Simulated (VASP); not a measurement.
A convergence study with VASP on Ag (fcc): one setting is varied, all else stays as given below, so the limit is that of these other settings. Each run relaxes cell and ions from the cell shown. The basis is that of the starting cell, so low cut-offs carry a Pulay error.

```xyz
1
Lattice="0.0000 2.0450 2.0450 2.0450 0.0000 2.0450 2.0450 2.0450 0.0000" Properties=species:S:1:pos:R:3 pbc="T T T"
Ag     0.0000     0.0000     0.0000
```

Method: LDA (Ceperley-Alder, Perdew-Zunger), VASP's LDA PAW potentials (set 64) (plane waves; VASP 6.6.1). The tightest run used: 700 eV cut-off, 13×13×13 Γ-centred mesh, first-order Methfessel-Paxton smearing of 0.10 eV, potentials Ag.

| setting | relaxed volume (Å³/atom) | E (eV/atom) | plane waves |
|---|---|---|---|
| ENCUT = 200 | 14.360 | -4.1355 | 118 |
| ENCUT = 250 | 15.874 | -3.8007 | 169 |
| ENCUT = 300 | 15.939 | -3.7956 | 208 |
| ENCUT = 350 | 15.908 | -3.7910 | 268 |
| ENCUT = 400 | 15.984 | -3.7847 | 331 |

**Question.** These are the cheaper rows. Estimate the results at ENCUT = 700, and how far the last row shown lies from them.

**Answer.** 
```
quantity                  tightest run  last row shown is off by
------------------------  ------------  ------------------------
relaxed volume (Å³/atom)        16.010                    -0.026
E (eV/atom)                    -3.7822                   -0.0026
```

Left out are rungs that failed or repeat a setting and relaxations that didn't move; long series are thinned to 24 rows.

The compound is Ag in the fcc structure.
